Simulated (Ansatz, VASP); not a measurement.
**Cu (Cu(100)) in two plane-wave programs**

Wanted: the spread between two codes on one cell, functional and k mesh. The structure shown is the start of the Ansatz relaxation below; VASP solves that cell, so the two are compared at the walk's first step.

Method: plane waves, with VASP 6.6.1 beside it; single point at PBE, in Ansatz 0.2.0.

**1. The structure**

The cell holds 4 atoms: 4 Cu. Cell: a = 2.553 Å, b = 2.553 Å, c = 21.415 Å, α = 90.0°, β = 90.0°, γ = 90.0°. Vacuum lies along c.

**2. Ansatz: relaxation, PBE**

Ansatz runs on its default PAW (the set named soft_2) files.

The two programs are compared at the cell with which this relaxation starts, whose forces are those of its first step.

Contents of input.yaml:

```yaml
crystal:
  lattice:
    - [2.5526554801, 0.0, 0.0]
    - [0.0, 2.5526554801, 0.0]
    - [0.0, 0.0, 21.415]
  atoms:
    - { symbol: Cu, position: [0.5, 0.5, 0.3735699276] }
    - { symbol: Cu, position: [0.0, 0.0, 0.4578566425] }
    - { symbol: Cu, position: [0.5, 0.5, 0.5421433575] }
    - { symbol: Cu, position: [0.0, 0.0, 0.6264300724] }
kpoints:
  mp_grid: { grid: [12, 12, 1] }
hamiltonian:
  xc: pbe
scf:
  occupations: { method: fermi_dirac, width: 0.1 }
efield:
  axis: 3
  dipole_correction: true
  ramp_width: 0.05
relax:
  f_tol: 0.02
  max_steps: 60
  constraints: [{ sites: [0, 1] }]
output:
  write_potential: true
  write_density: true
  volumetric_format: npy
```

On the command line:

```sh
$ ansatz run input.yaml --threads 4 --pin off --max-ram 8192MiB --backend cpu --events-out ev --progress --plain --runs-dir out
```

Numbers of over 12 decimals in the logs are rounded to 6 here.

Output:

```text
Engine: ansatz 0.2.0, x86_64-unknown-linux-gnu
Pseudopotentials: kind: paw
Pseudopotential: Cu, paw, valence charge 19, recommended cutoff 420 eV (normal), Cu.paw.azcp
Functional definition: PBE
  parameter kappa = 0.804
  parameter beta = 0.066725
  exchange = pbe_x(kappa = kappa, mu = beta*pi^2/3)
  correlation = pbe_c(beta = beta)
Crystal: 4 atoms, lattice volume = 139.541 Å³
Basis set: ecut = 420 eV, 2755 PW (Γ), exchange–correlation on 36×36×288 points (8 copies of the dense FFT grid, shifted against one another)
Bands: 46, of which v1, the nominal top of the filled ones, is band 38 counted from 1 (37 counted from 0)
Symmetry: 8 space group operations
k-points: 28 of 144
Non-local potential: Cu, projectors of the file, l = 0: 3, l = 1: 2, l = 2: 3, l = 3: 1
PAW form: soft (Blöchl's): semilocal exchange-correlation on the pseudo side does not see the compensation charge
PAW one-centre angular grid: Cu, 590 points (default); XC on 64 Gauss nodes
Initial density: superposition of atomic densities (neutral atoms: chi_scale 0, normalization atom), corrected by the library's trained network
Initial wavefunctions: pseudopotential atomic-orbital guess
Functional: x = pbe(κ = 0.804, μ = 0.219515), c = pbe(β = 0.066725)
SCF iter   1: F=—  HF=-26499.487997 eV  |F-HF|=—  |Δ(HF+E_count)|=         —  Δρ=1.50e-3  dr2=1.09e-2  ethr=1.77e-3  p=0.000 e·Å  D=9.06e-14 V/Å  ΔV_dip=-0.00 eV  dr2_dipole=2.72e-9  V_vac-E_F(+/−)=4.49/4.49 eV  ⟨swp⟩=8.2  Hψ=5570  notcnv=0  defer=11
efield: sawtooth ramp at fractional position 0.9750 (placed from the atoms, in the widest stretch of the axis that holds none; the zero of the levels goes with the place), width 0.0500; the density the first Hamiltonian is built on has a dipole p = 0.000 e·Å; the dipole correction subtracts the counter field D = 9.06e-14 V/Å, which shifts the + side's vacuum level by -0.00 eV against the − side's; the planar-averaged density in the ramp window peaks in size at 5.7e-5 e/Å³
preconditioner: auto → LDOS  [metal: Δε(μ)=0.060 eV  Ē_g=8.121 eV  σ=0.100 eV  W_gap=0.15  n_scr=20 (ndim 8)  ℏωp=20.9 eV  f_vac=0.607  D(μ)=1.29/eV (n_scr^D=8)  β→1.0]
SCF iter   2: F=—  HF=-26499.491849 eV  |F-HF|=—  |Δ(HF+E_count)|=   3.85e-3  Δρ=1.28e-3  dr2=2.47e-3  ethr=1.43e-5  p=0.000 e·Å  D=1.91e-5 V/Å  ΔV_dip=-0.00 eV  dr2_dipole=1.00e-7  V_vac-E_F(+/−)=4.58/4.58 eV  ⟨swp⟩=2.6  Hψ=2768  notcnv=0  defer=40
SCF iter   3: F=—  HF=-26499.492130 eV  |F-HF|=—  |Δ(HF+E_count)|=   2.82e-4  Δρ=1.73e-3  dr2=2.35e-3  ethr=3.24e-6  p=-0.000 e·Å  D=-3.56e-5 V/Å  ΔV_dip=0.00 eV  dr2_dipole=3.73e-7  V_vac-E_F(+/−)=4.57/4.57 eV  ⟨swp⟩=2.8  Hψ=2592  notcnv=0  defer=40
SCF iter   4: F=—  HF=-26499.491613 eV  |F-HF|=—  |Δ(HF+E_count)|=   5.18e-4  Δρ=7.50e-4  dr2=6.01e-4  ethr=3.09e-6  p=0.000 e·Å  D=5.28e-5 V/Å  ΔV_dip=-0.00 eV  dr2_dipole=1.04e-7  V_vac-E_F(+/−)=4.57/4.57 eV  ⟨swp⟩=2.3  Hψ=2081  notcnv=0  defer=40
SCF iter   5: F=—  HF=-26499.491509 eV  |F-HF|=—  |Δ(HF+E_count)|=   1.04e-4  Δρ=1.61e-4  dr2=3.25e-5  ethr=7.91e-7  p=0.000 e·Å  D=3.32e-6 V/Å  ΔV_dip=-0.00 eV  dr2_dipole=8.18e-11  V_vac-E_F(+/−)=4.58/4.58 eV  ⟨swp⟩=2.0  Hψ=1692  notcnv=0  defer=40
SCF iter   6: F=-26499.491500 eV  HF=-26499.491507 eV  |F-HF|=6.72e-6  |Δ(HF+E_count)|=   2.27e-6  Δρ=8.55e-5  dr2=6.68e-6  ethr=1.32e-8  p=0.000 e·Å  D=2.27e-5 V/Å  ΔV_dip=-0.00 eV  dr2_dipole=2.52e-9  V_vac-E_F(+/−)=4.58/4.58 eV  ⟨swp⟩=12.2  Hψ=12508  notcnv=0
SCF 1 converged in 6 iterations: F = -26499.491500 eV  dr2 = 6.68e-6
  greatest PAW one-centre occupation: 1.000 electrons in one spin orbital (limit 2), on the Cu atom at site 3 (counted from 0), in its partial waves of l = 0
relax step   1: F+E_penalty+E_count = -26499.49150021 eV  Δ(F+E_penalty+E_count) = +0.000e0 eV  max|allowed force component| = 2.182e-1 eV/Å  Δτ_max = 0.0000 Å  (6 SCF iters, dr2 threshold 1.00e-5 eV, accepted)
[...]
relax step   3: F+E_penalty+E_count = -26499.49477683 eV  Δ(F+E_penalty+E_count) = -1.340e-3 eV  max|allowed force component| = 7.156e-4 eV/Å  Δτ_max = 0.0199 Å  (5 SCF iters, dr2 threshold 1.21e-6 eV, accepted)
[...]
relax step   4: F+E_penalty+E_count = -26499.49477763 eV  Δ(F+E_penalty+E_count) = -7.917e-7 eV  max|allowed force component| = 9.248e-4 eV/Å  Δτ_max = 0.0000 Å  (4 SCF iters, accepted)
NSCF: frozen V_eff on 28 k-points
the band table was solved once a step of the walk had ended and its energy, with any forces and stress, was formed, with the checks that follow a solve (7791 applications of the Hamiltonian). They found nothing against the state; the energy, forces and stress were not computed again (output.eigenvalues in the input reference)
WARN: The input density's exchange-correlation potential varies sharply where the density is thin. Do not read a vacuum level from v_tot or v_xc, or from such a field of the output density. On a cell that repeats whose density bears no net charge and no dipole along the vacuum's axis use v_es (v_loc + v_h of the components); under efield.dipole_correction with no amplitude use v_es + v_field, which holds any external [...]
SCF converged after 4 iterations
Free energy (F): -26499.494778 eV
Harris-Foulkes:  -26499.494778 eV  (|F-HF|=4.38e-8)
Internal energy: -26499.450302 eV  (E = F + TS)
E sigma→0 (E₀):  -26499.472540 eV
Entropy (-TS):   -0.044475 eV (-11.119 meV/atom)
Fermi energy:    2.699234 eV
Dipole field:    D = 0.000506 V/Å  (p = 0.000390 e·Å, saw-weighted, corrected)
Work function:   Φ+ = 4.5710 eV   Φ− = 4.5818 eV
Levels:          The Fermi level and band energies are counted from a zero that moves with the ramp; work functions are not
--- Per-component energies (eV) ---
  E_band       = -2488.919520
  E_kinetic    = 1198.304679
  E_local      = -144769.034376  (includes V_loc(G=0)·N_el)
  E_nonlocal   = 1567.141306
  E_hartree    = 70896.831349
  E_xc         = -355.048441
  E_vxc        = -457.882410  (∫ρ·V_xc dr)
  E_paw        = -6658.910410  (= ΣΔE_a)
  E_vpaw       = -1821.120011  (= ΣTr[D̂ρ^β])
  E_aug_tail   = 0.001143  (compensation charges beyond the density's cutoff)
  E_efield     = 0.000000  (sawtooth field / dipole correction)
  E_vefield    = -0.000339  (∫n·V_field dr)
  E_ewald      = 51621.264447
  E_smearing   = -0.044475  (= −TS)
  E_closure    = 0.000000  (closes the sum)
  Σ components = -26499.494778   (vs F -26499.494778, Δ=0.00e0)
--- Forces (eV/Å), atoms counted from 1 ---
  atom   1  Cu     0.00000000     0.00000000     0.10447300
  atom   2  Cu     0.00000000     0.00000000    -0.10556382
  atom   3  Cu    -0.00000000     0.00000000     0.00092475
  atom   4  Cu     0.00000000     0.00000000     0.00009967
  max |Σ_I F_I| component: 6.64e-5 eV/Å
--- Band table (eV; the first three rows and the last of 28) ---
  k-point 0: bands = [... 34 lower, 1.0213, 1.2399, 1.2689, 1.2689, 1.2694, 2.2374, 3.8154, 7.0802, ... 4 higher]
  k-point 1: bands = [... 34 lower, 1.0886, 1.1267, 1.1709, 1.2270, 1.2994, 2.5219, 4.1509, 7.2464, ... 4 higher]
  k-point 2: bands = [... 34 lower, 1.0840, 1.1078, 1.1761, 1.2373, 1.2941, 3.1559, 4.9683, 7.7374, ... 4 higher]
  k-point 27: bands = [... 34 lower, 1.6257, 1.6444, 5.1817, 5.1817, 7.3670, 7.3670, 10.1340, 10.1389, ... 4 higher]
--- Relaxed structure (4 steps of the walk, 4 accepted, 0 SCFs on fresh bases) ---
  F+E_penalty+E_count = -26499.49477763 eV   max|allowed force component| = 9.248e-4 eV/Å
  atoms:
    - { symbol: Cu, position: [0.5, 0.5, 0.3735699276] }
    - { symbol: Cu, position: [0.0, 0.0, 0.4578566425] }
    - { symbol: Cu, position: [0.5, 0.5, 0.543619] }
    - { symbol: Cu, position: [0, 0.0, 0.626604] }
```

**3. VASP: single point, PBE, start cell**

The same cell, functional, mesh and smearing now go to VASP, with its own data sets.

Lines of VASP's logs that name or quote its potential files are left out, and so is its time.

Contents of INCAR:

```
SYSTEM = Cu
PREC = Accurate
ENCUT = 520
EDIFF = 1E-06
NELM = 120
ISMEAR = -1
SIGMA = 0.1
LREAL = .FALSE.
ALGO = Normal
GGA = PE
NBANDS = 28
LASPH = .TRUE.
LORBIT = 11
LWAVE = .FALSE.
LCHARG = .FALSE.
ISIF = 2
LDIPOL = .TRUE.
IDIPOL = 3
DIPOL = 0.5 0.5 0.5
LVHAR = .TRUE.
GGA_COMPAT = .FALSE.
NELMDL = -8
```

Contents of POSCAR:

```
Cu
1.0
    2.5526554801      0.0000000000      0.0000000000
    0.0000000000      2.5526554801      0.0000000000
    0.0000000000      0.0000000000     21.4150000000
Cu
4
Direct
    0.5000001018      0.5000001018      0.3735699276
    0.0000001018      0.0000001018      0.4578566425
    0.5000001018      0.5000001018      0.5421433575
    0.0000001018      0.0000001018      0.6264300724
```

Contents of KPOINTS:

```
Automatic mesh
0
Gamma
12 12 1
0 0 0
```

The projector-augmented-wave data sets are Cu (PBE family, release 64).

On the command line:

```sh
$ mpirun -np 1 vasp_std
```

Output:

```text
[banner, memory and clock lines left out]
running    1 mpi-ranks, on    1 nodes
 distrk:  each k-point on    1 cores,    1 groups
 distr:  one band on    1 cores,    1 groups

 POSCAR found type information on POSCAR Cu
 POSCAR found :  1 types and       4 ions
 LDA part: xc-table for (Slater+PW92), standard interpolation
 POSCAR, INCAR and KPOINTS ok, starting setup
 FFT: planning ... GRIDC
 FFT: planning ... GRID_SOFT
 FFT: planning ... GRID
 WAVECAR not read
 entering main loop
       N       E                     dE             d eps       ncg     rms          rms(c)
DAV:   1     0.356515240187E+03    0.35652E+03   -0.19399E+04  1568   0.192E+03
DAV:   2     0.947832349759E+01   -0.34704E+03   -0.33612E+03  1572   0.371E+02
DAV:   3    -0.160248624372E+02   -0.25503E+02   -0.24228E+02  1728   0.154E+02
DAV:   4    -0.168199192449E+02   -0.79506E+00   -0.79179E+00  1724   0.329E+01
DAV:   5    -0.168402692662E+02   -0.20350E-01   -0.20347E-01  1784   0.415E+00
DAV:   6    -0.168412395959E+02   -0.97033E-03   -0.97032E-03  1972   0.829E-01
DAV:   7    -0.168412858369E+02   -0.46241E-04   -0.46241E-04  2020   0.154E-01
DAV:   8    -0.168412883072E+02   -0.24703E-05   -0.24703E-05  1664   0.313E-02    0.143E+01
DAV:   9    -0.153144899218E+02    0.15268E+01   -0.37127E+01  1708   0.120E+02    0.796E+00
DAV:  10    -0.137498819190E+02    0.15646E+01   -0.70768E+00  1936   0.649E+01    0.172E+00
DAV:  11    -0.137660631324E+02   -0.16181E-01   -0.11038E+00  1880   0.357E+01    0.111E+00
DAV:  12    -0.137596960456E+02    0.63671E-02   -0.22519E-01  2012   0.104E+01    0.110E+00
DAV:  13    -0.137472120832E+02    0.12484E-01   -0.19042E-01  1940   0.767E+00    0.641E-01
DAV:  14    -0.137396502263E+02    0.75619E-02   -0.21789E-02  1936   0.254E+00    0.240E-01
[...]
DAV:  19    -0.137383437160E+02   -0.66050E-04   -0.34671E-05  1816   0.173E-01    0.703E-03
DAV:  20    -0.137383527720E+02   -0.90560E-05   -0.69560E-06  1656   0.625E-02    0.284E-03
DAV:  21    -0.137383590587E+02   -0.62866E-05   -0.17130E-06  1156   0.281E-02    0.121E-03
DAV:  22    -0.137383616555E+02   -0.25968E-05   -0.47454E-07  1100   0.118E-02    0.409E-04
DAV:  23    -0.137383676002E+02   -0.59447E-05   -0.78271E-07  1084   0.642E-03    0.960E-04
DAV:  24    -0.137383690082E+02   -0.14081E-05   -0.76255E-08   940   0.661E-03    0.459E-04
DAV:  25    -0.137383716160E+02   -0.26078E-05   -0.18025E-07  1012   0.431E-03    0.398E-04
DAV:  26    -0.137383718722E+02   -0.25613E-06   -0.27331E-08   908   0.269E-03
   1 F= -.13738372E+02 E0= -.13716554E+02  d E =-.436363E-01
```

OUTCAR, selected parts (step 3):

```text
ion  position               nearest neighbor table
   1  0.500  0.500  0.374-   2 2.55   2 2.55   2 2.55   2 2.55
   2  0.000  0.000  0.458-   1 2.55   1 2.55   1 2.55   1 2.55   3 2.55   3 2.55   3 2.55   3 2.55

  LATTYP: Found a simple tetragonal cell.
 ALAT       =     2.5526554801
 C/A-ratio  =     8.3893028914

 Subroutine GETGRP returns: Found 16 space group operations
 (whereof  8 operations were pure point group operations)

The static configuration has the point symmetry C_4v.
 The point group associated with its full space group is D_4h.

 Found     28 irreducible k-points:

   k-points           NKPTS =     28   k-points in BZ     NKDIM =     28   number of bands    NBANDS=     28

   dimension x,y,z NGX =    20 NGY =   20 NGZ =  160
   dimension x,y,z NGXF=    40 NGYF=   40 NGZF=  320

   ENCUT  =  520.0 eV  38.22 Ry    6.18 a.u.   4.75  4.75 39.82*2*pi/ulx,y,z

   NELECT =      44.0000    total number of electrons

 k-points in reciprocal lattice and weights: Automatic mesh
   0.00000000  0.00000000  0.00000000       0.007
   0.08333333  0.00000000  0.00000000       0.028
   0.16666667  0.00000000  0.00000000       0.028
   0.25000000  0.00000000  0.00000000       0.028
   0.33333333  0.00000000  0.00000000       0.028
   0.41666667  0.00000000  0.00000000       0.028
   0.50000000  0.00000000  0.00000000       0.014
   0.08333333  0.08333333  0.00000000       0.028
   0.16666667  0.08333333  0.00000000       0.056
[...]
0.50000000  0.41666667  0.00000000       0.028
   0.50000000  0.50000000  0.00000000       0.007

 dipolmoment           0.000000      0.000000     -0.000000 electrons x Angstroem

 average (electrostatic) potential at core
       1 -71.2728       2 -71.6987       3 -71.6987       4 -71.2728

 E-fermi :  -0.3981

 k-point     1 :       0.0000    0.0000    0.0000
  band No.  band energies     occupation
    ...
     20      -1.8867      2.00000
     21      -1.8647      2.00000
     22      -1.8647      2.00000
     23      -1.8613      2.00000
     24      -0.8559      1.97965
     25       0.7464      0.00002
     26       3.9710      0.00000
     27       4.0236      0.00000
     28       5.2151      0.00000

 k-point     2 :       0.0833    0.0000    0.0000
  band No.  band energies     occupation
    ...
     20      -2.0015      2.00000
     21      -1.9580      2.00000
     22      -1.9026      2.00000
     23      -1.8336      2.00000
     24      -0.5744      1.70713
     25       1.0773      0.00000
     26       4.1372      0.00000
     27       4.1768      0.00000
     28       5.3823      0.00000

 k-point     3 :       0.1667    0.0000    0.0000
  band No.  band energies     occupation
    ...
     19      -2.0458      2.00000
     20      -2.0205      2.00000
     21      -1.9582      2.00000
     22      -1.8699      2.00000
     23      -1.8400      2.00000
     24       0.0599      0.02029
     25       1.8884      0.00000
     26       4.6346      0.00000
     27       4.6348      0.00000
     28       5.8832      0.00000

  Total       -0.8826639     -0.8826639     -0.0283410      0.0000000      0.0000000      0.0000000
  in kB      -10.1345268    -10.1345268     -0.3254042      0.0000000      0.0000000      0.0000000
  external PRESSURE =      -6.8648193 kB  Pullay stress =       0.0000000 kB

  energy-cutoff  :      520.00
  volume of cell :      139.54
      direct lattice vectors                 reciprocal lattice vectors
     2.552655480  0.000000000  0.000000000     0.391748909  0.000000000  0.000000000
     0.000000000  2.552655480  0.000000000     0.000000000  0.391748909  0.000000000
     0.000000000  0.000000000 21.415000000     0.000000000  0.000000000  0.046696241

 POSITION                                       TOTAL-FORCE (eV/Angst)
 -----------------------------------------------------------------------------------
      1.27633      1.27633      8.00000         0.000000      0.000000      0.072961
      0.00000      0.00000      9.80500         0.000000      0.000000     -0.215581
      1.27633      1.27633     11.61000         0.000000      0.000000      0.215581
      0.00000      0.00000     13.41500         0.000000      0.000000     -0.072961
 -----------------------------------------------------------------------------------
    total drift:                               -0.000132     -0.000132      0.000063

  FREE ENERGIE OF THE ION-ELECTRON SYSTEM (eV)
  ---------------------------------------------------
  free  energy   TOTEN  =       -13.7383718722 eV

  energy  without entropy=      -13.6947355325  energy(sigma->0) =      -13.71655370

 vacuum level on the upper side and lower side of the slab         4.162         4.162

 total charge
# of ion       s       p       d       tot
------------------------------------------
    1        0.442   0.259   9.209   9.909
    2        0.444   0.382   9.174   9.999
    3        0.444   0.382   9.174   9.999
    4        0.442   0.259   9.209   9.909
--------------------------------------------------
tot          1.771   1.280  36.765  39.817

[... 3 further parts left out ...]
```

**4. Comparison**

Known differences besides the potentials themselves: the data sets hold 76 valence electrons in Ansatz (on its default PAW (the set named soft_2) files) and 44 in VASP; the cutoff is 420 eV in Ansatz and 520 eV in VASP. Total energies have different zeros and are not compared.

Forces (eV/Å; atoms numbered as in POSCAR):

```tsv
atom	Ansatz x, y, z	VASP x, y, z
Cu1	0.000, 0.000, 0.098	0.000, 0.000, 0.073
Cu2	0.000, 0.000, -0.218	0.000, 0.000, -0.216
Cu3	0.000, 0.000, 0.218	0.000, 0.000, 0.216
Cu4	0.000, 0.000, -0.098	0.000, 0.000, -0.073
```

The forces differ by 10 meV/Å r.m.s., which is 11.1 % of the r.m.s. force of 0.093 eV/Å (both taken over all components). With vacuum in the cell, a pressure given here is an average over mostly empty space and none of the material.

**5. Results**

| Quantity | Value |
| --- | --- |
| r.m.s. force difference (single point, PBE, start cell) | 10 meV/Å |

In words: The r.m.s. force difference is 10 meV/Å (single point, PBE, start cell), within the 12 meV/Å picked in this series as the mark of a large difference. The data sets hold unlike numbers of valence electrons (76 in Ansatz and 44 in VASP), so part of the differences comes from the potentials. 1 further run of this series is not shown here. Such differences can come from data sets, numerical settings and the points named under the comparisons, not from the functional's error against experiment.

[Lines on the potential files, build, host, timing and source positions are cut from VASP's logs without a mark.]

[Logs are printed without paths, hosts, clocks, repeated set-up lines and the standing remarks that a program may print on its own settings, such as how far it seeks lower states.]

[Hosts, paths, dates, database ids (printed as entryN), source tags and the programs' standing remarks are cut or masked in the printed files.]
